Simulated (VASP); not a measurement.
ZrB3, 4 atoms in the cell. It takes space group P4/mmm (No. 123, tetragonal). The conventional cell has a = 3.254 Å, b = 3.254 Å, c = 3.221 Å, α = 90.00°, β = 90.00°, γ = 90.00°. Around Zr (site symmetry 4/mmm) lie 12 B at 2.29 to 2.30 Å. B (site symmetry mmm) has 4 Zr at 2.29 Å and 8 B at 2.29 to 2.30 Å as nearest neighbours. B (site symmetry 4/mmm) is surrounded by 8 B at 2.29 Å and 4 Zr at 2.30 Å. The cell was built by a generator and needn't be a form met in nature.

| Property | Result |
| --- | --- |
| Program | VASP 6.6.1 |
| Task | single point |
| Functional | PBE |
| Potentials or basis | VASP PAW PBE potentials, release 64 (Zr_sv, B) |
| Cutoff | 520 eV |
| k mesh | 6 × 6 × 6 |
| Occupations | gaussian, width 0.1 eV |
| Spin | no spin polarisation |
| Dipole correction | no |
| Further INCAR settings | ALGO = Normal; EDIFF = 1e-07; NBANDS = 18 |

Potentials or basis: VASP PAW PBE potentials, release 64 (Zr_sv, B).

Command:

```sh
$ cat potpaw_PBE.64/Zr_sv/POTCAR potpaw_PBE.64/B/POTCAR > POTCAR
$ mpirun -np 1 vasp_std > vasp.out
```

Hardware: 1 thread of Intel(R) Xeon(R) Platinum 8488C (Sapphire Rapids) (shared host).

Problem. Estimate the wall time of this run.

Solution. It took 16 s on 1 thread of Intel(R) Xeon(R) Platinum 8488C (Sapphire Rapids), on a shared host, peak memory 0.15 GiB. Counts: scf iterations 14, k points 40.
